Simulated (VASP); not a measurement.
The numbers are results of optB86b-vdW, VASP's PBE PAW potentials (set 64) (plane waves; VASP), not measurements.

The input files of a VASP run:

**INCAR**
```
AGGAC = 0.0
ALGO = Normal
EDIFF = 1E-7
ENCUT = 520
GGA = MK
ISIF = 2
ISMEAR = 0
LASPH = .TRUE.
LCHARG = .FALSE.
LMAXMIX = 4
LREAL = .FALSE.
LUSE_VDW = .TRUE.
LWAVE = .FALSE.
NELM = 100
PARAM1 = 0.1234
PARAM2 = 1.0
PREC = Accurate
SIGMA = 0.05
SYSTEM = KBr
```

**KPOINTS**
```
Automatic mesh
0
Gamma
7 7 7
0 0 0
```

### POSCAR
```
KBr
1
    0.0000000000     3.3192593352     3.3192593352
    3.3192593352     0.0000000000     3.3192593352
    3.3192593352     3.3192593352     0.0000000000
K Br
1 1
Direct
  0.0000000000   0.0000000000   0.0000000000
  0.5000000000   0.5000000000   0.5000000000
```

POTCAR, in this order: K_sv Br (PBE.64 set). Program: vasp_std.

What VASP printed:

OUTCAR:
```
 ion  position               nearest neighbor table
   1  0.000  0.000  0.000-
   2  0.500  0.500  0.500-
  LATTYP: Found a face centered cubic cell.
 ALAT       =     6.6385186704
 Subroutine PRICEL returns:
 Original cell was already a primitive cell.
 Subroutine GETGRP returns: Found 48 space group operations
The static configuration has the point symmetry O_h .
The dynamic configuration has the point symmetry O_h .
 Subroutine INISYM returns: Found 48 space group operations
 Subroutine IBZKPT returns following result:
 Found     20 irreducible k-points:

 Following reciprocal coordinates:
            Coordinates               Weight
  0.000000  0.000000  0.000000      1.000000
  0.142857  0.000000  0.000000      8.000000
  0.285714  0.000000  0.000000      8.000000
  0.428571  0.000000  0.000000      8.000000
  0.142857  0.142857  0.000000      6.000000
  0.285714  0.142857  0.000000     24.000000
  0.428571  0.142857  0.000000     24.000000
 -0.428571  0.142857  0.000000     24.000000
 -0.285714  0.142857  0.000000     24.000000
 -0.142857  0.142857  0.000000     12.000000
  0.285714  0.285714  0.000000      6.000000
  0.428571  0.285714  0.000000     24.000000
 -0.428571  0.285714  0.000000     24.000000
 -0.285714  0.285714  0.000000     12.000000
  0.428571  0.428571  0.000000      6.000000
 -0.428571  0.428571  0.000000     12.000000
  0.428571  0.285714  0.142857     24.000000
 -0.428571  0.285714  0.142857     48.000000
 -0.428571  0.428571  0.142857     24.000000
 -0.285714  0.428571  0.142857     24.000000
   k-points           NKPTS =     20   k-points in BZ     NKDIM =     20   number of bands    NBANDS=     12
   number of dos      NEDOS =    301   number of ions     NIONS =      2
   total plane-waves  NPLWV =  46656
   dimension x,y,z NGX =    36 NGY =   36 NGZ =   36
...
```

OSZICAR:
```
       N       E                     dE             d eps       ncg     rms          rms(c)
DAV:   1     0.107296222661E+03    0.10730E+03   -0.70169E+03   480   0.117E+03
DAV:   2     0.426072131942E+01   -0.10304E+03   -0.96725E+02   576   0.259E+02
DAV:   3    -0.233268855331E+01   -0.65934E+01   -0.65610E+01   620   0.621E+01
DAV:   4    -0.257319336162E+01   -0.24050E+00   -0.24022E+00   844   0.103E+01
DAV:   5    -0.257435607727E+01   -0.11627E-02   -0.11627E-02   632   0.796E-01    0.319E+00
DAV:   6    -0.240024515609E+01    0.17411E+00   -0.29162E-01   580   0.282E+00    0.233E+00
DAV:   7    -0.238757997045E+01    0.12665E-01   -0.13070E-01   600   0.214E+00    0.108E+00
DAV:   8    -0.239544471586E+01   -0.78647E-02   -0.15793E-02   648   0.108E+00    0.136E-01
DAV:   9    -0.239583906528E+01   -0.39435E-03   -0.55153E-04   636   0.166E-01    0.839E-02
DAV:  10    -0.239625785348E+01   -0.41879E-03   -0.45627E-04   552   0.173E-01    0.179E-02
DAV:  11    -0.239626123888E+01   -0.33854E-05   -0.12451E-05   684   0.241E-02    0.443E-03
DAV:  12    -0.239626298159E+01   -0.17427E-05   -0.18580E-06   592   0.119E-02    0.395E-03
DAV:  13    -0.239626316134E+01   -0.17974E-06   -0.30405E-07   612   0.384E-03    0.601E-04
DAV:  14    -0.239626318078E+01   -0.19440E-07   -0.97935E-08   572   0.244E-03
   1 F= -.23962632E+01 E0= -.23962632E+01  d E =-.227193E-20
```

**OUTCAR**
```
------------------------ aborting loop because EDIFF is reached ----------------------------------------
  FORCE on cell =-STRESS in cart. coord.  units (eV):
  Direction    XX          YY          ZZ          XY          YZ          ZX
  --------------------------------------------------------------------------------------
  Total       -0.2230593     -0.2230593     -0.2230593     -0.0000000     -0.0000000      0.0000000
  in kB       -4.8862688     -4.8862688     -4.8862688     -0.0000000     -0.0000000      0.0000000
  external PRESSURE =      -4.8862688 kB  Pullay stress =       0.0000000 kB
  volume of cell :       73.14
      direct lattice vectors                 reciprocal lattice vectors
     0.000000000  3.319259335  3.319259335    -0.150636015  0.150636015  0.150636015
     3.319259335  0.000000000  3.319259335     0.150636015 -0.150636015  0.150636015
     3.319259335  3.319259335  0.000000000     0.150636015  0.150636015 -0.150636015
  FREE ENERGIE OF THE ION-ELECTRON SYSTEM (eV)
  ---------------------------------------------------
  free  energy   TOTEN  =        -2.3962631808 eV

  energy  without entropy=       -2.3962631808  energy(sigma->0) =       -2.39626318
```
(Selected blocks of OUTCAR.)

The compound is KBr in the rock salt structure. This cell is one point of a volume scan, at 1.03 of the reference volume.
